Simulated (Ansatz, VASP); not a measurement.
**Cross-check of CuSiW (CuSiW in the AlB2 type) between VASP and Ansatz**

One calculation is typed for both programs; each brings its own data sets. How far apart do they land? The cell is generated by rule, not measured, and may not be a known phase. The cell is taken from a series of runs on this material, whose earlier steps may have relaxed, scaled, displaced or heated it; both programs get it as it stands.

Calculated with Ansatz 0.2.0; plane waves, with VASP 6.6.1 beside it; relaxation of cell and atoms at PBEsol and zone-centre phonons at PBEsol.

The structure was built from a prototype and need not be the compound's stable phase.

**1. Starting point**

Symmetry: P-6m2, No. 187, hexagonal system. The conventional cell has a = 4.103 Å, b = 4.103 Å, c = 2.674 Å, α = 90.00°, β = 90.00°, γ = 120.00°. W has 2 W at 2.67 Å and 6 Si at 2.72 Å and 6 Cu at 2.72 Å nearest. Si has 3 Cu at 2.37 Å and 2 Si at 2.67 Å and 6 W at 2.72 Å nearest. Nearest to Cu lie 3 Si at 2.37 Å and 2 Cu at 2.67 Å and 6 W at 2.72 Å. Farther neighbours are not listed.

**2. Ansatz: relaxation of cell and atoms, PBEsol, pair 1**

Ansatz runs on its PAW soft_1 files.

The relaxed volume is the usual yardstick between codes: in a stiff, nearly cubic crystal its relative difference is about their pressure difference at one cell divided by the bulk modulus.

Contents of input.yaml:

```yaml
crystal:
  lattice:
    - [4.1033406803, 0.0, 0.0]
    - [-2.0516703401, 3.5535972695, 0.0]
    - [0.0, 0.0, 2.6737540128]
  atoms:
    - { symbol: W, position: [0.0, 0.0, 0.0] }
    - { symbol: Si, position: [0.3333333333, 0.6666666667, 0.5] }
    - { symbol: Cu, position: [0.6666666667, 0.3333333333, 0.5] }
kpoints:
  mp_grid: { grid: [9, 9, 12] }
hamiltonian:
  xc: pbesol
  pseudopotentials: { kind: paw, azcp: { folder: soft_1 }, xc_functional: pbe }
scf:
  occupations: { method: methfessel_paxton, width: 0.2 }
output:
  forces: true
  stress: true
  eigenvalues: true
relax:
  adjacent_minimum: "off"
  f_tol: 0.001
  max_steps: 60
  cell: { stress_tol: 0.01 }
```

The run is started by

```sh
> ansatz run input.yaml --threads 4 --pin off --max-ram 12288MiB --backend cpu --events-out ev --progress --plain --runs-dir out
```

Numbers of over 12 decimals in the logs are rounded to 6 here.

Log:

```text
Engine: ansatz 0.2.0, x86_64-unknown-linux-gnu
Pseudopotentials: kind: paw
Pseudopotential: W, paw, valence charge 14, recommended cutoff 420 eV (normal), soft_1/W.paw.azcp
Pseudopotential: Si, paw, valence charge 4, recommended cutoff 420 eV (normal), soft_1/Si.paw.azcp
Pseudopotential: Cu, paw, valence charge 19, recommended cutoff 420 eV (normal), soft_1/Cu.paw.azcp
Functional definition: PBEsol
  exchange = pbesol_x
  correlation = pbesol_c
Crystal: 3 atoms, lattice volume = 38.988 Å³
Basis set: ecut = 420 eV, 765 PW (Γ), exchange–correlation on 60×60×36 points (8 copies of the dense FFT grid, shifted against one another)
Bands: 23, of which v1, the nominal top of the filled ones, is band 19 counted from 1 (18 counted from 0)
Symmetry: 12 space group operations
Space group: P-6m2 (ITA 187), of the structure as read, at distance tolerance 3.4e-5 Å
k-points: 84 of 972 (time reversal used)
Non-local potential: W, projectors of the file, l = 0: 3, l = 1: 2, l = 2: 2, l = 3: 1
Non-local potential: Si, projectors of the file, l = 0: 2, l = 1: 2, l = 2: 1
Non-local potential: Cu, projectors of the file, l = 0: 3, l = 1: 2, l = 2: 3, l = 3: 1
PAW form: soft (Blöchl's): semilocal exchange-correlation on the pseudo side does not see the compensation charge
PAW frozen core: W, regenerated for the run's functional, and the local potential with it (the file was generated under x = pbe(κ = 0.804, μ = 0.219515), c = pbe(β = 0.066725))
PAW frozen core: Si, regenerated for the run's functional, and the local potential with it (the file was generated under x = pbe(κ = 0.804, μ = 0.219515), c = pbe(β = 0.066725))
PAW frozen core: Cu, regenerated for the run's functional, and the local potential with it (the file was generated under x = pbe(κ = 0.804, μ = 0.219515), c = pbe(β = 0.066725))
PAW one-centre angular grid: W, 590 points (default); XC on 64 Gauss nodes
PAW one-centre angular grid: Si, 110 points (default); XC on 64 Gauss nodes
PAW one-centre angular grid: Cu, 590 points (default); XC on 64 Gauss nodes
Initial density: superposition of atomic densities (chi_scale 0.1, normalization cell, long waves kept (reshape's long-wave potential 0.00 eV rms))
Initial wavefunctions: pseudopotential atomic-orbital guess
Functional: x = pbesol(κ = 0.804, μ = 0.123457), c = pbesol(β = 0.046)
SCF iter   1: F=—  HF=-17468.892375 eV  |F-HF|=—  |Δ(HF+E_count)|=         —  Δρ=1.64e-1  dr2=7.29e0  ethr=3.10e-3  ⟨swp⟩=5.1  Hψ=7812  notcnv=0
preconditioner: auto → none  [metal: Δε(μ)=0.032 eV  Ē_g=7.096 eV  σ=0.200 eV  W_gap=0.13  n_scr=8 (ndim 8)  ℏωp=27.3 eV  f_vac=0.000  D(μ)=2.02/eV (n_scr^D=26)  sad-step TF]
SCF iter   2: F=—  HF=-17468.077262 eV  |F-HF|=—  |Δ(HF+E_count)|=   8.15e-1  S|Δr|=    0.00e0  Δρ=6.57e-2  dr2=1.49e0  ethr=3.10e-3  ⟨swp⟩=2.0  Hψ=3676  notcnv=0  defer=3
SCF iter   3: F=—  HF=-17467.783556 eV  |F-HF|=—  |Δ(HF+E_count)|=   2.94e-1  S|Δr|=    0.00e0  Δρ=3.30e-2  dr2=2.63e-1  ethr=3.10e-3  ⟨swp⟩=2.1  Hψ=3109  notcnv=0  defer=3
SCF iter   4: F=—  HF=-17467.733230 eV  |F-HF|=—  |Δ(HF+E_count)|=   5.03e-2  S|Δr|=    0.00e0  Δρ=3.56e-3  dr2=5.00e-3  ethr=7.11e-4  ⟨swp⟩=2.1  Hψ=3040  notcnv=0  defer=3
SCF iter   5: F=—  HF=-17467.734173 eV  |F-HF|=—  |Δ(HF+E_count)|=   9.44e-4  S|Δr|=    0.00e0  Δρ=7.86e-4  dr2=6.10e-5  ethr=1.35e-5  ⟨swp⟩=2.0  Hψ=2560  notcnv=0  defer=3
SCF iter   6: F=—  HF=-17467.734459 eV  |F-HF|=—  |Δ(HF+E_count)|=   2.86e-4  S|Δr|=    0.00e0  Δρ=3.40e-4  dr2=6.73e-5  ethr=1.65e-7  ⟨swp⟩=2.0  Hψ=3502  notcnv=0  defer=3
SCF iter   7: F=—  HF=-17467.734404 eV  |F-HF|=—  |Δ(HF+E_count)|=   5.55e-5  S|Δr|=    0.00e0  Δρ=4.32e-5  dr2=6.60e-7  ethr=1.65e-7  ⟨swp⟩=2.0  Hψ=3063  notcnv=0  defer=3
SCF iter   8: F=-17467.734404 eV  HF=-17467.734404 eV  |F-HF|=4.22e-9  |Δ(HF+E_count)|=   6.26e-7  S|Δr|=    0.00e0  Δρ=3.95e-6  dr2=6.55e-9  ethr=2.70e-10  ⟨swp⟩=5.2  Hψ=7942  notcnv=0
SCF 1 converged in 8 iterations: F = -17467.734404 eV  dr2 = 6.55e-9
  greatest PAW one-centre occupation: 1.000 electrons in one spin orbital (limit 2), on the Cu atom at site 2 (counted from 0), in its partial waves of l = 0
relax step   1: F+E_penalty+E_count = -17467.73440426 eV  Δ(F+E_penalty+E_count) = +0.000e0 eV  max|allowed force component| = 9.560e-17 eV/Å  Δτ_max = 0.0000 Å  P = -0.010 GPa  Ω = 38.988 Å³  (8 SCF iters, dr2 threshold 1.00e-7 eV, accepted)
[...]
relax step   2: F+E_penalty+E_count = -17467.73440543 eV  Δ(F+E_penalty+E_count) = -1.170e-6 eV  max|allowed force component| = 1.542e-17 eV/Å  Δτ_max = 0.0000 Å  P = +0.006 GPa  Ω = 38.985 Å³  energy of the carried Pulay correction = +1.060e-6 eV  (4 SCF iters, dr2 threshold 1.09e-9 eV, accepted)
[...]
relax step   3: F+E_penalty+E_count = -17467.73440310 eV  Δ(F+E_penalty+E_count) = +2.333e-6 eV  max|allowed force component| = 1.234e-17 eV/Å  Δτ_max = 0.0000 Å  P = +0.006 GPa  Ω = 38.985 Å³  stress off target by 7.87e-3 GPa  SCF on the basis re-selected at this cell (its energy is not comparable with the rows above)  (7 SCF iters)
basis re-selected at this cell: Δ(F+E_penalty+E_count) = +2.333e-6 eV, ΔP = +0.000 GPa vs the last step (what re-selecting the basis moved, of the pressure what is left beyond the Pulay correction that the steps carried, after the strain that the cell walked since its last selection, with what the two solves' SCF thresholds leave and, on support functions, any second-order correction that the steps lacked; it is no m [...]
SCF converged after 7 iterations
Stability not checked: this state was not tested for a lower state beside it, because cold or Methfessel-Paxton smearing, or corrected tetrahedra, fill the levels in a way that the test cannot read (fill_not_monotonic; see scf.lower_state_search)
Free energy (F): -17467.734403 eV
Harris-Foulkes:  -17467.734403 eV  (|F-HF|=3.64e-12)
Internal energy: -17467.735229 eV  (E = F + TS)
E sigma→0 (E₀):  -17467.734610 eV
Entropy (-TS):   0.000826 eV (0.275 meV/atom)
Fermi energy:    18.311477 eV
--- Per-component energies (eV) ---
  E_band       = -441.309918
  E_kinetic    = 731.887170
  E_local      = -6062.203974  (includes V_loc(G=0)·N_el)
  E_nonlocal   = 885.405812
  E_hartree    = 2637.081622
  E_xc         = -393.922882
  E_vxc        = -372.549227  (∫ρ·V_xc dr)
  E_paw        = -10723.538760  (= ΣΔE_a)
  E_vpaw       = -898.014033  (= ΣTr[D̂ρ^β])
  E_aug_tail   = 0.001126  (compensation charges beyond the density's cutoff)
  E_ewald      = -4542.904965
  E_core_change = 0.459621  (= ΣΔE_core)
  E_smearing   = 0.000826  (= −TS)
  E_closure    = -0.000000  (closes the sum)
  Σ components = -17467.734403   (vs F -17467.734403, Δ=0.00e0)
--- Forces (eV/Å), atoms counted from 1 ---
  atom   1  W      0.00000000     0.00000000     0.00000000
  atom   2  Si     0.00000000     0.00000000     0.00000000
  atom   3  Cu     0.00000000     0.00000000     0.00000000
  max |Σ_I F_I| component: 3.70e-17 eV/Å
--- Stress (GPa, compression-positive) ---
        0.005221       0.000000      -0.000000
        0.000000       0.005221      -0.000000
       -0.000000      -0.000000       0.007868
  P = ⅓ Tr σ = 0.0061 GPa (0.061 kbar)
--- Band table (eV; the first three rows and the last of 84) ---
  k-point 0: bands = [... 15 lower, 14.9263, 14.9263, 18.7665, 20.7011, 20.7011, 20.7280, 20.7280, 24.6631]
  k-point 1: bands = [... 15 lower, 15.2002, 15.2002, 18.8557, 19.4031, 19.4031, 22.0934, 22.0934, 23.3699]
  k-point 2: bands = [... 15 lower, 15.5635, 15.7558, 18.2733, 18.2733, 19.1249, 21.3477, 23.4474, 23.4474]
  k-point 83: bands = [... 15 lower, 15.9304, 16.2753, 16.3027, 18.8461, 19.9234, 20.3974, 20.9235, 22.2214]
--- Relaxed structure (2 steps of the walk, 2 accepted, 1 SCFs on fresh bases) ---
  F+E_penalty+E_count = -17467.73440310 eV   max|allowed force component| = 1.234e-17 eV/Å   (the final SCF, on the basis selected at the relaxed cell)
  cell:  # Å, volume = 38.9850 Å³
    - [4.103332, -2.8867509080485843e-11, 0.0]
    - [-2.051666, 3.553590, 0.0]
    - [0.0, 0.0, 2.673583]
  atoms:
    - { symbol: W, position: [0, 0, 0.0] }
    - { symbol: Si, position: [0.333333, 0.666667, 0.5] }
    - { symbol: Cu, position: [0.666667, 0.333333, 0.5] }
```

**3. VASP: relaxation of cell and atoms, PBEsol, pair 1**

The same cell, functional, mesh and smearing now go to VASP, with its own data sets.

Lines of VASP's logs that name or quote its potential files are left out, and so is its time.

Contents of INCAR:

```
SYSTEM = CuSiW
PREC = Accurate
ENCUT = 600
EDIFF = 1E-07
NELM = 120
ISMEAR = 1
SIGMA = 0.2
LREAL = .FALSE.
ALGO = Normal
GGA = PS
NBANDS = 16
LASPH = .TRUE.
LORBIT = 11
LWAVE = .FALSE.
LCHARG = .FALSE.
ISIF = 3
IBRION = 2
NSW = 80
EDIFFG = -0.005
GGA_COMPAT = .FALSE.
NELMIN = 4
KPAR = 2
```

Contents of POSCAR:

```
CuSiW
1.0
    4.1033410000      0.0000000000      0.0000000000
   -2.0516700000      3.5535970000      0.0000000000
    0.0000000000      0.0000000000      2.6737540000
W Si Cu
1 1 1
Direct
    0.0000000000      0.0000000000      0.0000000000
    0.3333332990      0.6666667605      0.5000000000
    0.6666664573      0.3333332395      0.5000000000
```

Contents of KPOINTS:

```
Automatic mesh
0
Gamma
9 9 12
0 0 0
```

The projector-augmented-wave data sets are W, Si and Cu (PBE family, release 64).

The run is started by

```sh
> mpirun -np 2 vasp_std
```

Log:

```text
[banner, memory and clock lines left out]
running    2 mpi-ranks, on    1 nodes
 distrk:  each k-point on    1 cores,    2 groups
 distr:  one band on    1 cores,    1 groups

 POSCAR found type information on POSCAR W SiCu
 POSCAR found :  3 types and       3 ions
|                                                                             |
|               ----> ADVICE to this user running VASP <----                  |
|                                                                             |
|     You enforced a specific xc type in the INCAR file but a different       |
|     [... a line on the potential file left out ...]
|     I HOPE YOU KNOW WHAT YOU ARE DOING!                                     |
|                                                                             |

 LDA part: xc-table for (Slater+PW92), standard interpolation
 POSCAR, INCAR and KPOINTS ok, starting setup
 FFT: planning ... GRIDC
 FFT: planning ... GRID_SOFT
 FFT: planning ... GRID
 WAVECAR not read
 entering main loop
       N       E                     dE             d eps       ncg     rms          rms(c)
DAV:   1     0.104223483034E+03    0.10422E+03   -0.10191E+04  2720   0.176E+03
DAV:   2    -0.183169543784E+02   -0.12254E+03   -0.11731E+03  2864   0.324E+02
DAV:   3    -0.267783900170E+02   -0.84614E+01   -0.80213E+01  3680   0.833E+01
DAV:   4    -0.269882626038E+02   -0.20987E+00   -0.20934E+00  3208   0.130E+01
DAV:   5    -0.269941729275E+02   -0.59103E-02   -0.59095E-02  4008   0.228E+00    0.269E+01
DAV:   6    -0.295160404063E+02   -0.25219E+01   -0.79050E+01  2824   0.293E+02    0.198E+01
DAV:   7    -0.239982832648E+02    0.55178E+01   -0.17723E+01  3408   0.129E+02    0.666E+00
DAV:   8    -0.239418439035E+02    0.56439E-01   -0.30947E+00  3920   0.558E+01    0.387E+00
DAV:   9    -0.238241223153E+02    0.11772E+00   -0.11220E+00  3824   0.381E+01    0.143E+00
DAV:  10    -0.238197507609E+02    0.43716E-02   -0.16708E-01  3504   0.166E+01    0.716E-01
DAV:  11    -0.238139276647E+02    0.58231E-02   -0.56079E-02  3416   0.954E+00    0.312E-01
DAV:  12    -0.238130275055E+02    0.90016E-03   -0.58400E-03  3896   0.257E+00    0.589E-02
DAV:  13    -0.238130285501E+02   -0.10446E-05   -0.45779E-04  4192   0.409E-01    0.299E-02
DAV:  14    -0.238130286980E+02   -0.14788E-06   -0.18533E-05  3392   0.400E-02    0.157E-02
DAV:  15    -0.238130279489E+02    0.74910E-06   -0.22567E-06  3832   0.521E-02    0.306E-03
DAV:  16    -0.238130279117E+02    0.37196E-07   -0.12517E-07  2072   0.614E-03
   1 F= -.23813028E+02 E0= -.23813295E+02  d E =-.238130E+02
[...]
2 F= -.23812882E+02 E0= -.23813112E+02  d E =0.145571E-03
[...]
3 F= -.23813322E+02 E0= -.23813571E+02  d E =-.293898E-03
[...]
4 F= -.23813322E+02 E0= -.23813572E+02  d E =-.294060E-03
 curvature:  -0.22 expect dE=-0.320E-04 dE for cont linesearch -0.116E-07
 trial: gam= 0.12040 g(F)=  0.150E-41 g(S)=  0.143E-03 ort =-0.808E-05 (trialstep = 0.890E+00)
 search vector abs. value=  0.159E-03
 bond charge predicted
       N       E                     dE             d eps       ncg     rms          rms(c)
DAV:   1    -0.238136896758E+02   -0.36768E-03   -0.10584E-02  3840   0.147E+00    0.136E-01
DAV:   2    -0.238135484770E+02    0.14120E-03   -0.17507E-03  3528   0.162E+00    0.884E-02
DAV:   3    -0.238134125105E+02    0.13597E-03   -0.73138E-04  3456   0.112E+00    0.496E-02
DAV:   4    -0.238133738232E+02    0.38687E-04   -0.68563E-05  4008   0.225E-01    0.162E-02
DAV:   5    -0.238133695280E+02    0.42952E-05   -0.10982E-05  4168   0.666E-02    0.306E-03
DAV:   6    -0.238133695669E+02   -0.38877E-07   -0.72254E-07  3008   0.999E-03
   5 F= -.23813370E+02 E0= -.23813600E+02  d E =-.475954E-04
 trial-energy change:   -0.000048  1 .order   -0.000050   -0.000126    0.000026
 step:   0.7248(harm=  0.7394)  dis= 0.00000  next Energy=   -23.813372 (dE=-0.500E-04)
 reached required accuracy - stopping structural energy minimisation
```

OUTCAR, selected parts (step 3):

```text
ion  position               nearest neighbor table
   1  0.000  0.000  0.000-   2 2.72   2 2.72   3 2.72   3 2.72   2 2.72   2 2.72   3 2.72   3 2.72
                             3 2.72   3 2.72   2 2.72   2 2.72
   2  0.333  0.667  0.500-   3 2.37   3 2.37   3 2.37   1 2.72   1 2.72   1 2.72   1 2.72   1 2.72
                             1 2.72
   3  0.667  0.333  0.500-   2 2.37   2 2.37   2 2.37   1 2.72   1 2.72   1 2.72   1 2.72   1 2.72
                             1 2.72

  LATTYP: Found a hexagonal cell.
 ALAT       =     4.1033410000
 C/A-ratio  =     0.6516041440

 Subroutine GETGRP returns: Found 12 space group operations
 (whereof 12 operations were pure point group operations)

The static configuration has the point symmetry D_3h.

 Found     84 irreducible k-points:

   k-points           NKPTS =     84   k-points in BZ     NKDIM =     84   number of bands    NBANDS=     16

   dimension x,y,z NGX =    36 NGY =   36 NGZ =   24
   dimension x,y,z NGXF=    72 NGYF=   72 NGZF=   48

   ENCUT  =  600.0 eV  44.10 Ry    6.64 a.u.   8.20  8.20  5.34*2*pi/ulx,y,z

   NELECT =      21.0000    total number of electrons

 k-points in reciprocal lattice and weights: Automatic mesh
   0.00000000  0.00000000  0.00000000       0.001
   0.11111111 -0.00000000  0.00000000       0.006
   0.22222222  0.00000000  0.00000000       0.006
   0.33333333 -0.00000000  0.00000000       0.006
   0.44444444  0.00000000  0.00000000       0.006
   0.11111111  0.11111111  0.00000000       0.006
   0.22222222  0.11111111  0.00000000       0.012
   0.33333333  0.11111111  0.00000000       0.012
   0.44444444  0.11111111  0.00000000       0.006
[...]
0.33333333  0.22222222  0.50000000       0.012
   0.33333333  0.33333333  0.50000000       0.002

 average (electrostatic) potential at core
       1 -35.6889       2 -80.0179       3 -62.4685

 E-fermi :   9.5182

 k-point     1 :       0.0000    0.0000    0.0000
  band No.  band energies     occupation
    ...
      5       5.9337      2.00000
      6       6.0733      2.00000
      7       6.0733      2.00000
      8       6.1295      2.00000
      9       6.1295      2.00000
     10       9.9969     -0.00368
     11      11.9168     -0.00000
     12      11.9168     -0.00000
     13      11.9626     -0.00000
     14      11.9626     -0.00000
    ...

 k-point     2 :       0.1111   -0.0000    0.0000
  band No.  band energies     occupation
    ...
      5       5.9406      2.00000
      6       6.0658      2.00000
      7       6.0720      2.00000
      8       6.1268      2.00000
      9       6.1485      2.00000
     10      10.5076     -0.00000
     11      11.1901     -0.00000
     12      11.5036     -0.00000
     13      11.8229     -0.00000
     14      11.9641     -0.00000
    ...

 k-point     3 :       0.2222    0.0000    0.0000
  band No.  band energies     occupation
    ...
      5       5.6431      2.00000
      6       6.0468      2.00000
      7       6.0677      2.00000
      8       6.2133      2.00000
      9       6.3013      2.00000
     10       9.9348     -0.01211
     11      10.6052     -0.00000
     12      11.5369     -0.00000
     13      11.8382     -0.00000
     14      11.9680     -0.00000
    ...

  Total       -0.0103132     -0.0103132      0.0106179     -0.0000000      0.0000000     -0.0000000
  in kB       -0.4247050     -0.4247049      0.4372555     -0.0000001      0.0000000     -0.0000000
  external PRESSURE =      -0.1373848 kB  Pullay stress =       0.0000000 kB

  energy-cutoff  :      600.00
  volume of cell :       38.91
      direct lattice vectors                 reciprocal lattice vectors
     4.104724580  0.000000000 -0.000000000     0.243621705  0.140655044  0.000000000
    -2.052361790  3.554795215  0.000000000    -0.000000000  0.281310157  0.000000000
    -0.000000000 -0.000000000  2.666348082     0.000000000 -0.000000000  0.375044806

 POSITION                                       TOTAL-FORCE (eV/Angst)
 -----------------------------------------------------------------------------------
     -0.00000     -0.00000      2.66635         0.000000     -0.000000      0.000000
      0.00000      2.36986      1.33317         0.000000     -0.000000      0.000000
      2.05236      1.18493      1.33317        -0.000000      0.000000      0.000000
 -----------------------------------------------------------------------------------
    total drift:                                0.000128      0.000112      0.000000

  FREE ENERGIE OF THE ION-ELECTRON SYSTEM (eV)
  ---------------------------------------------------
  free  energy   TOTEN  =       -23.8133695669 eV

  energy  without entropy=      -23.8140612937  energy(sigma->0) =      -23.81360014

 reached required accuracy - stopping structural energy minimisation

 total charge
# of ion       s       p       d       tot
------------------------------------------
    1        0.585   0.604   4.330   5.520
    2        0.713   0.895   0.000   1.608
    3        0.482   0.575   9.159  10.215
--------------------------------------------------
tot          1.780   2.073  13.490  17.343

[... 3 further parts left out ...]
```

CONTCAR:

```
CuSiW
   1.00000000000000
     4.1047245804705659    0.0000000001939778   -0.0000000000000000
    -2.0523617898987014    3.5547952151873154    0.0000000000000000
    -0.0000000000000000   -0.0000000000000000    2.6663480818801610
  W               Si              Cu
     1     1     1
Direct
     0.0000000000000000    0.0000000000000000    1.0000000000000000
     0.3333332990000031    0.6666667605000001    0.5000000000000000
     0.6666664573000034    0.3333332394999999    0.5000000000000000
```

This run has no spin polarisation. Its electron count is odd, so without a moment it is a metal by construction.

**4. Differences**

Known differences besides the potentials themselves: the data sets hold 37 valence electrons in Ansatz (on its PAW soft_1 files) and 21 in VASP; the cutoff is 420 eV in Ansatz and 600 eV in VASP; Ansatz makes its cores anew for this functional, VASP keeps those of its PBE data sets; Ansatz adds a Pulay correction to the stress that steers its cell, VASP none. Total energies have different zeros and are not compared.

Compared:

| quantity | Ansatz | VASP | difference |
| --- | --- | --- | --- |
| volume (Å³) | 38.99 | 38.91 | +0.20 % |
| edge a after relaxation, in the typed setting (Å) | 4.103 | 4.105 | -0.03 % |
| edge c after relaxation, in the typed setting (Å) | 2.674 | 2.666 | +0.27 % |

[end of part 1 of 2]

[Lines on the potential files, build, host, timing and source positions are cut from VASP's logs without a mark.]

[Logs are printed without paths, hosts, clocks, repeated set-up lines and the standing remarks that a program may print on its own settings, such as how far it seeks lower states.]

[Hosts, paths, dates, database ids (printed as entryN), source tags and the programs' standing remarks are cut or masked in the printed files.]
